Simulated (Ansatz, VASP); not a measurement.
# Cross-check of LiRu between VASP and Ansatz

Aim: how closely do two programs agree when they are given the same cell, functional and k mesh? The cell is invented: As first built, before any earlier steps moved the atoms (in the runner's words): it takes the LiPd structure with some of its atoms replaced by other elements, volume scaled by an estimate. It may not be a known or stable phase. The cell is taken from a series of VASP runs on this material, whose earlier steps may have relaxed, scaled or displaced it; both programs get it as it stands.

Program: Ansatz 0.2.0. Level of theory: plane waves, with VASP 6.6.1 beside it; relaxation of cell and atoms at revPBE. Results are calculated unless marked as measured.

## (1) The structure

It takes space group Pm-3m (No. 221, cubic). Conventional cell: a = 2.913 Å, b = 2.913 Å, c = 2.913 Å, α = 90.00°, β = 90.00°, γ = 90.00°. Nearest to Ru lie 8 Li at 2.52 Å. Nearest to Li lie 8 Ru at 2.52 Å. As first built, before any earlier steps moved the atoms (in the runner's words): sites of the LiPd structure (space group 221) filled with other elements, volume scaled by an estimate. Farther neighbours are not listed.

As a file:

```cif
data_structure
_symmetry_space_group_name_H-M 'P 1'
_symmetry_Int_Tables_number 1
_cell_length_a 2.9133
_cell_length_b 2.9133
_cell_length_c 2.9133
_cell_angle_alpha 90.000
_cell_angle_beta 90.000
_cell_angle_gamma 90.000
_cell_volume 24.73
loop_
_atom_site_label
_atom_site_type_symbol
_atom_site_fract_x
_atom_site_fract_y
_atom_site_fract_z
_atom_site_occupancy
Ru1 Ru 0.50000 0.50000 0.50000 1
Li2 Li 0.00000 0.00000 0.00000 1
```

## (2) Ansatz: relaxation of cell and atoms, revPBE

Ansatz runs on its default PAW (the set named soft_2) files.

The relaxed volume is the usual yardstick between codes: its relative difference is about their pressure difference at one cell divided by the bulk modulus.

Contents of input.yaml:

```yaml
crystal:
  lattice:
    - [2.9133457172, 0.0, 0.0]
    - [0.0, 2.9133457172, 0.0]
    - [0.0, 0.0, 2.9133457172]
  atoms:
    - { symbol: Ru, position: [0.5, 0.5, 0.5] }
    - { symbol: Li, position: [0.0, 0.0, 0.0] }
hamiltonian:
  xc: revpbe
  pseudopotentials: { kind: paw }
kpoints:
  mp_grid: { grid: [8, 8, 8] }
scf:
  occupations: { method: gaussian, width: 0.05 }
relax:
  f_tol: 0.01
  max_steps: 60
  cell: { stress_tol: 0.05 }
output:
  forces: true
  stress: true
```

On the command line:

```sh
$ ansatz run input.yaml --threads 4 --pin off --max-ram 9216MiB --backend cpu --events-out ev --progress --plain --runs-dir out
```

Numbers of over 12 decimals in the logs are rounded to 6 here.

Output:

```text
Engine: ansatz 0.2.0, aarch64-unknown-linux-gnu
Pseudopotentials: kind: paw
Pseudopotential: Ru, paw, valence charge 16, recommended cutoff 420 eV (normal), Ru.paw.azcp
Pseudopotential: Li, paw, valence charge 3, recommended cutoff 420 eV (normal), Li.paw.azcp
Functional definition: revPBE
  parameter kappa = 1.245
  parameter beta = 0.066725
  exchange = pbe_x(kappa = kappa, mu = beta*pi^2/3)
  correlation = pbe_c(beta = beta)
Crystal: 2 atoms, lattice volume = 24.727 Å³
Basis set: ecut = 420 eV, 461 PW (Γ), exchange–correlation on 40×40×40 points (8 copies of the dense FFT grid, shifted against one another)
Bands: 14, of which v1, the nominal top of the filled ones, is band 10 counted from 1 (9 counted from 0)
Symmetry: 48 space group operations
Space group: Pm-3m (ITA 221), of the structure as read, at distance tolerance 2.9e-5 Å
k-points: 35 of 512
Non-local potential: Ru, projectors of the file, l = 0: 3, l = 1: 2, l = 2: 2, l = 3: 1
Non-local potential: Li, projectors of the file, l = 0: 3, l = 1: 2, l = 2: 1
PAW form: soft (Blöchl's): semilocal exchange-correlation on the pseudo side does not see the compensation charge
PAW frozen core: Ru, regenerated for the run's functional, and the local potential with it (the file was generated under x = pbe(κ = 0.804, μ = 0.219515), c = pbe(β = 0.066725))
PAW one-centre angular grid: Ru, 590 points (default); XC on 64 Gauss nodes
PAW one-centre angular grid: Li, 110 points (default); XC on 64 Gauss nodes
Initial density: superposition of atomic densities (neutral atoms: chi_scale 0, normalization atom), corrected by the library's trained network
Initial wavefunctions: pseudopotential atomic-orbital guess
Functional: x = revpbe(κ = 1.245, μ = 0.219515), c = pbe(β = 0.066725)
SCF iter   1: F=—  HF=-6087.948896 eV  |F-HF|=—  |Δ(HF+E_count)|=         —  Δρ=6.69e-3  dr2=1.30e-2  ethr=1.77e-3  ⟨swp⟩=5.2  Hψ=2563  notcnv=0
preconditioner: auto → none  [insulator: Δε(μ)=0.084 eV  Ē_g=8.334 eV  σ=0.050 eV  W_gap=0.73  n_scr=6 (ndim 8)  ℏωp=22.4 eV  f_vac=0.000  D(μ)=1.52/eV (n_scr^D=18)  ε∞_Penn≈8.2]
SCF iter   2: F=—  HF=-6087.946201 eV  |F-HF|=—  |Δ(HF+E_count)|=   2.70e-3  Δρ=2.59e-3  dr2=1.52e-3  ethr=6.85e-5  ⟨swp⟩=1.7  Hψ=882  notcnv=0
SCF iter   3: F=—  HF=-6087.945834 eV  |F-HF|=—  |Δ(HF+E_count)|=   3.67e-4  Δρ=4.59e-4  dr2=5.83e-5  ethr=8.01e-6  ⟨swp⟩=1.9  Hψ=641  notcnv=0
SCF iter   4: F=—  HF=-6087.945875 eV  |F-HF|=—  |Δ(HF+E_count)|=   4.06e-5  Δρ=4.83e-5  dr2=4.06e-7  ethr=3.07e-7  ⟨swp⟩=2.0  Hψ=551  notcnv=0
iter 5 did not close the SCF: its close was put off for the readings that it lacked (scf_convergence_deferred on its scf_iter line)
SCF iter   5: F=-6087.945875 eV  HF=-6087.945875 eV  |F-HF|=1.31e-9  |Δ(HF+E_count)|=   1.02e-7  Δρ=6.83e-6  dr2=3.17e-9  ethr=2.14e-9  ⟨swp⟩=2.1  Hψ=765  notcnv=0
SCF iter   6: F=-6087.945875 eV  HF=-6087.945875 eV  |F-HF|=3.27e-11  |Δ(HF+E_count)|=   2.19e-9  Δρ=5.04e-7  dr2=5.95e-11  ethr=1.67e-11  ⟨swp⟩=1.8  Hψ=1471  notcnv=0
SCF 1 converged in 6 iterations: F = -6087.945875 eV  dr2 = 5.95e-11
  greatest PAW one-centre occupation: 1.000 electrons in one spin orbital (limit 2), on the Li atom at site 1 (counted from 0), in its partial waves of l = 0
relax step   1: F+E_penalty+E_count = -6087.94587484 eV  Δ(F+E_penalty+E_count) = +0.000e0 eV  max|allowed force component| = 2.089e-28 eV/Å  Δτ_max = 0.0000 Å  P = +0.123 GPa  Ω = 24.727 Å³  (6 SCF iters, dr2 threshold 1.00e-7 eV, accepted)
[...]
relax step   2: F+E_penalty+E_count = -6087.94587752 eV  Δ(F+E_penalty+E_count) = -2.681e-6 eV  max|allowed force component| = 3.164e-30 eV/Å  Δτ_max = 0.0000 Å  P = -0.008 GPa  Ω = 24.757 Å³  energy of the carried Pulay correction = -8.135e-6 eV  (6 SCF iters, dr2 threshold 3.81e-8 eV, accepted)
[...]
relax step   3: F+E_penalty+E_count = -6087.94590019 eV  Δ(F+E_penalty+E_count) = -2.267e-5 eV  max|allowed force component| = 6.286e-30 eV/Å  Δτ_max = 0.0000 Å  P = -0.010 GPa  Ω = 24.757 Å³  stress off target by 1.00e-2 GPa  SCF on the basis re-selected at this cell (its energy is not comparable with the rows above)  (6 SCF iters)
basis re-selected at this cell: Δ(F+E_penalty+E_count) = -2.267e-5 eV, ΔP = -0.002 GPa vs the last step (what re-selecting the basis moved, of the pressure what is left beyond the Pulay correction that the steps carried, after the strain that the cell walked since its last selection, with what the two solves' SCF thresholds leave and, on support functions, any second-order correction that the steps lacked; it is no m [...]
SCF converged after 6 iterations
Free energy (F): -6087.945900 eV
Harris-Foulkes:  -6087.945900 eV  (|F-HF|=0.00e0)
Internal energy: -6087.944416 eV  (E = F + TS)
E sigma→0 (E₀):  -6087.945158 eV
Entropy (-TS):   -0.001484 eV (-0.742 meV/atom)
Fermi energy:    13.597315 eV
--- Per-component energies (eV) ---
  E_band       = -242.632462
  E_kinetic    = 538.427743
  E_local      = -1797.760862  (includes V_loc(G=0)·N_el)
  E_nonlocal   = 312.201259
  E_hartree    = 595.994711
  E_xc         = -200.673016
  E_vxc        = -251.842662  (∫ρ·V_xc dr)
  E_paw        = -3488.483924  (= ΣΔE_a)
  E_vpaw       = -235.647222  (= ΣTr[D̂ρ^β])
  E_aug_tail   = -0.000187  (compensation charges beyond the density's cutoff)
  E_ewald      = -2047.578053
  E_core_change = -0.072087  (= ΣΔE_core)
  E_smearing   = -0.001484  (= −TS)
  E_closure    = 0.000000  (closes the sum)
  Σ components = -6087.945900   (vs F -6087.945900, Δ=0.00e0)
--- Forces (eV/Å), atoms counted from 1 ---
  atom   1  Ru    -0.00000000    -0.00000000     0.00000000
  atom   2  Li     0.00000000    -0.00000000     0.00000000
  max |Σ_I F_I| component: 1.27e-29 eV/Å
--- Stress (GPa, compression-positive) ---
       -0.010024      -0.000000       0.000000
       -0.000000      -0.010024       0.000000
        0.000000       0.000000      -0.010024
  P = ⅓ Tr σ = -0.0100 GPa (-0.100 kbar)
--- Relaxed structure (2 steps of the walk, 2 accepted, 1 SCFs on fresh bases) ---
  F+E_penalty+E_count = -6087.94590019 eV   max|allowed force component| = 6.286e-30 eV/Å   (the final SCF, on the basis selected at the relaxed cell)
  cell:  # Å, volume = 24.7573 Å³
    - [2.914524, 0, 0]
    - [0, 2.914524, 0]
    - [0, 0, 2.914524]
  atoms:
    - { symbol: Ru, position: [0.5, 0.5, 0.5] }
    - { symbol: Li, position: [0, 0, 0] }
```

Wall time 1.1 s (4 threads of Arm Neoverse V1, shared host); peak memory 0.29 GiB.

## (3) VASP: relaxation of cell and atoms, revPBE

The same cell, functional, mesh and smearing now go to VASP, with its own data sets and cutoff.

Lines of VASP's logs that name or quote its potential files are left out, and so is its time.

Contents of INCAR:

```
SYSTEM = LiRu
PREC = Accurate
ENCUT = 650
EDIFF = 1E-06
NELM = 100
ISMEAR = 0
SIGMA = 0.05
LREAL = .FALSE.
ALGO = Normal
GGA = RE
NBANDS = 14
LORBIT = 11
LWAVE = .FALSE.
LCHARG = .FALSE.
IBRION = 2
NSW = 60
ISIF = 3
EDIFFG = -0.01
```

Contents of POSCAR:

```
LiRu
1.0
    2.9133457172      0.0000000000      0.0000000000
    0.0000000000      2.9133457172      0.0000000000
    0.0000000000      0.0000000000      2.9133457172
Ru Li
1 1
Direct
    0.5000000000      0.5000000000      0.5000000000
    0.0000000000      0.0000000000      0.0000000000
```

Contents of KPOINTS:

```
Automatic mesh
0
Gamma
8 8 8
0 0 0
```

PAW data sets: Ru_pv and Li_sv (PBE family, release 64).

On the command line:

```sh
$ mpirun -np 1 vasp_std
```

Output:

```text
[banner, memory and clock lines left out]
running    1 mpi-ranks, on    1 nodes
 distrk:  each k-point on    1 cores,    1 groups
 distr:  one band on    1 cores,    1 groups

 POSCAR found type information on POSCAR RuLi
 POSCAR found :  2 types and       2 ions
|                                                                             |
|               ----> ADVICE to this user running VASP <----                  |
|                                                                             |
|     You enforced a specific xc type in the INCAR file but a different       |
|     [... a line on the potential file left out ...]
|     I HOPE YOU KNOW WHAT YOU ARE DOING!                                     |
|                                                                             |

 LDA part: xc-table for (Slater+PW92), standard interpolation
 POSCAR, INCAR and KPOINTS ok, starting setup
 FFT: planning ... GRIDC
 FFT: planning ... GRID_SOFT
 FFT: planning ... GRID
 WAVECAR not read
 entering main loop
       N       E                     dE             d eps       ncg     rms          rms(c)
DAV:   1     0.142068777463E+03    0.14207E+03   -0.10449E+04   980   0.145E+03
DAV:   2    -0.715534766426E+01   -0.14922E+03   -0.14309E+03  1046   0.368E+02
DAV:   3    -0.101041952125E+02   -0.29488E+01   -0.29051E+01  1370   0.514E+01
DAV:   4    -0.101860891822E+02   -0.81894E-01   -0.81866E-01  1162   0.729E+00
DAV:   5    -0.101882532528E+02   -0.21641E-02   -0.21630E-02  1412   0.100E+00    0.826E+00
DAV:   6    -0.938750253502E+01    0.80075E+00   -0.31354E+00  1100   0.190E+01    0.167E+00
DAV:   7    -0.935006264178E+01    0.37440E-01   -0.18220E-01  1132   0.480E+00    0.638E-01
DAV:   8    -0.935025985406E+01   -0.19721E-03   -0.83613E-03  1236   0.753E-01    0.239E-01
DAV:   9    -0.935078579247E+01   -0.52594E-03   -0.12998E-03  1292   0.359E-01    0.426E-02
DAV:  10    -0.935079741055E+01   -0.11618E-04   -0.83550E-05  1274   0.852E-02    0.146E-02
DAV:  11    -0.935079430292E+01    0.31076E-05   -0.12588E-05  1230   0.380E-02    0.206E-03
DAV:  12    -0.935079461322E+01   -0.31030E-06   -0.83611E-07   912   0.912E-03
   1 F= -.93507946E+01 E0= -.93500542E+01  d E =-.935079E+01
 curvature:   0.00 expect dE= 0.000E+00 dE for cont linesearch  0.000E+00
 trial: gam= 0.00000 g(F)=  0.000E+00 g(S)=  0.600E-05 ort = 0.000E+00 (trialstep = 0.100E+01)
 search vector abs. value=  0.600E-05
 reached required accuracy - stopping structural energy minimisation
```

OUTCAR, selected parts (step 3):

```text
ion  position               nearest neighbor table
   1  0.500  0.500  0.500-   2 2.52   2 2.52   2 2.52   2 2.52   2 2.52   2 2.52   2 2.52   2 2.52

  LATTYP: Found a simple cubic cell.
 ALAT       =     2.9133457172

 Subroutine GETGRP returns: Found 48 space group operations
 (whereof 48 operations were pure point group operations)

The static configuration has the point symmetry O_h .

 Found     35 irreducible k-points:

   k-points           NKPTS =     35   k-points in BZ     NKDIM =     35   number of bands    NBANDS=     14

   dimension x,y,z NGX =    24 NGY =   24 NGZ =   24
   dimension x,y,z NGXF=    48 NGYF=   48 NGZF=   48

   ENCUT  =  650.0 eV  47.77 Ry    6.91 a.u.   6.06  6.06  6.06*2*pi/ulx,y,z

   NELECT =      17.0000    total number of electrons

 k-points in reciprocal lattice and weights: Automatic mesh
   0.00000000  0.00000000  0.00000000       0.002
   0.12500000  0.00000000  0.00000000       0.012
   0.25000000  0.00000000  0.00000000       0.012
   0.37500000  0.00000000  0.00000000       0.012
   0.50000000  0.00000000  0.00000000       0.006
   0.12500000  0.12500000  0.00000000       0.023
   0.25000000  0.12500000  0.00000000       0.047
   0.37500000  0.12500000  0.00000000       0.047
   0.50000000  0.12500000  0.00000000       0.023
[...]
0.50000000  0.50000000  0.37500000       0.012
   0.50000000  0.50000000  0.50000000       0.002

 average (electrostatic) potential at core
       1 -71.6577       2 -56.1786

 E-fermi :   7.4154

 k-point     1 :       0.0000    0.0000    0.0000
  band No.  band energies     occupation
    ...
      3     -34.4391      2.00000
      4     -34.4391      2.00000
      5       2.0031      2.00000
      6       4.3192      2.00000
      7       4.3192      2.00000
      8       8.1132      0.00000
      9       8.1132      0.00000
     10       8.1132      0.00000
     11      16.7059      0.00000
     12      16.7059      0.00000
    ...

 k-point     2 :       0.1250    0.0000    0.0000
  band No.  band energies     occupation
    ...
      3     -34.4358      2.00000
      4     -34.4358      2.00000
      5       2.2503      2.00000
      6       4.3899      2.00000
      7       4.5311      2.00000
      8       7.8244      0.00000
      9       7.8244      0.00000
     10       8.1353      0.00000
     11      15.6874      0.00000
     12      17.2895      0.00000
    ...

 k-point     3 :       0.2500    0.0000    0.0000
  band No.  band energies     occupation
    ...
      5       2.7652      2.00000
      6       4.5674      2.00000
      7       5.2819      2.00000
      8       7.2195      2.00000
      9       7.2195      2.00000
     10       8.1892      0.00000
     11      13.7419      0.00000
     12      18.7879      0.00000
     13      18.7879      0.00000
     14      19.3792      0.00000

  Total        0.0091031      0.0091031      0.0091031      0.0000000      0.0000000      0.0000000
  in kB        0.5898240      0.5898240      0.5898240      0.0000000      0.0000000      0.0000000
  external PRESSURE =       0.5898240 kB  Pullay stress =       0.0000000 kB

  energy-cutoff  :      650.00
  volume of cell :       24.73
      direct lattice vectors                 reciprocal lattice vectors
     2.913345717  0.000000000  0.000000000     0.343247969  0.000000000  0.000000000
     0.000000000  2.913345717  0.000000000     0.000000000  0.343247969  0.000000000
     0.000000000  0.000000000  2.913345717     0.000000000  0.000000000  0.343247969

 POSITION                                       TOTAL-FORCE (eV/Angst)
 -----------------------------------------------------------------------------------
      1.45667      1.45667      1.45667         0.000000      0.000000      0.000000
      0.00000      0.00000      0.00000         0.000000      0.000000      0.000000
 -----------------------------------------------------------------------------------
    total drift:                                0.000000     -0.000000     -0.000000

  FREE ENERGIE OF THE ION-ELECTRON SYSTEM (eV)
  ---------------------------------------------------
  free  energy   TOTEN  =        -9.3507946132 eV

  energy  without entropy=       -9.3493138838  energy(sigma->0) =       -9.35005425

 reached required accuracy - stopping structural energy minimisation

 total charge
# of ion       s       p       d       tot
------------------------------------------
    1        0.361   6.129   6.035  12.525
    2        2.062   0.112   0.000   2.173
--------------------------------------------------
tot          2.423   6.241   6.035  14.698

[... 3 further parts left out ...]
```

CONTCAR:

```
LiRu
   1.00000000000000
     2.9133457171999999    0.0000000000000000    0.0000000000000000
     0.0000000000000000    2.9133457171999999    0.0000000000000000
     0.0000000000000000    0.0000000000000000    2.9133457171999999
  Ru              Li
     1     1
Direct
     0.5000000000000000    0.5000000000000000    0.5000000000000000
     0.0000000000000000    0.0000000000000000    0.0000000000000000
```

## (4) Differences

Known differences besides the potentials themselves: both relaxations stop at a tolerance, which leaves soft axes loose, and VASP keeps its plane-wave basis; the data sets hold 19 valence electrons in Ansatz (default PAW (the set named soft_2) files) and 17 in VASP; the cutoff is 420 eV in Ansatz and 650 eV in VASP; Ansatz makes its cores anew for this functional, VASP keeps those of its PBE data sets; VASP leaves aspherical gradient terms in its spheres out (LASPH is not set), Ansatz keeps them; Ansatz adds a Pulay correction to the stress that steers its cell, VASP none. Total energies have different zeros and are not compared.

Compared:

| quantity | Ansatz | VASP | difference |
| --- | --- | --- | --- |
| volume (Å³) | 24.76 | 24.73 | +0.12 % |
| edge a after relaxation, in the typed setting (Å) | 2.914 | 2.913 | +0.04 % |

The walks stopped with -0.01 GPa left in Ansatz and 0.06 GPa in VASP; each walk ends within a tolerance, so the volume difference is uncertain by about these residues over the bulk modulus, most in soft cells.

## (5) Summary of results

```json
{
  "difference in volume (relaxation of cell and atoms, revPBE)": "0.12 %"
}
```

The difference in volume is 0.12 % (relaxation of cell and atoms, revPBE), within the 1.2 % picked in this series as the mark of a large difference, as far as the stopping tolerances let one tell. Such differences can come from data sets, numerical settings and the points named under the comparisons, not from the functional's error against experiment.

[Lines on the potential files, build, host, timing and source positions are cut from VASP's logs without a mark.]

[Logs are printed without paths, hosts, clocks, repeated set-up lines and the standing remarks that a program may print on its own settings, such as how far it seeks lower states.]

[Hosts, paths, dates, database ids (printed as entryN), source tags and the programs' standing remarks are cut or masked in the printed files.]
